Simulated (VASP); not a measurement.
Crystal: Sn.

```xyz
2
Lattice="-2.9162 2.9162 1.5912 2.9162 -2.9162 1.5912 2.9162 2.9162 -1.5912" Properties=species:S:1:pos:R:3 pbc="T T T"
Sn    0.0000    0.0000    0.0000
Sn    0.0000    2.9162    0.7956
```

```yaml
Program: VASP 6.6.1
Task: relaxation of cell and atoms
Functional: PBE
Potentials_or_basis: VASP PAW PBE potentials, release 64 (Sn_d)
Cutoff: 600 eV
k_mesh: 16 × 16 × 16
Occupations: gaussian, width 0.1 eV
Spin: no spin polarisation
```

At the start: pressure 2.6 GPa; volume 27.06 Å³/atom.

How do energy, volume and symmetry change on relaxing?

Over 7 steps the energy falls by 10.7 meV/atom and the volume is 28.38 Å³/atom (+4.9 %); space group I4_1/amd (No. 141, to 0.05 Å).

Step by step:
| step | energy change (eV) | largest force (eV/Å) | pressure (GPa) | volume (Å³) |
| --- | --- | --- | --- | --- |
| 1 | 0.0000 | 0.0000 | 2.56 | 54.12 |
| 2 | -0.0197 | 0.0000 | -0.64 | 57.59 |
| 3 | -0.0213 | 0.0000 | -0.02 | 56.82 |
| 4 | -0.0212 | 0.0000 | -0.07 | 56.88 |
| 5 | -0.0214 | 0.0000 | -0.05 | 56.86 |
| 6 | -0.0214 | 0.0000 | -0.05 | 56.84 |
| 7 | -0.0214 | 0.0000 | 0.02 | 56.77 |

Final structure:
```
Sn
1.0
    -2.97278    2.97278    1.60585
     2.97278   -2.97278    1.60585
     2.97278    2.97278   -1.60585
Sn
2
Direct
  0.00000 0.00000 0.00000
  0.75000 0.25000 0.50000
```
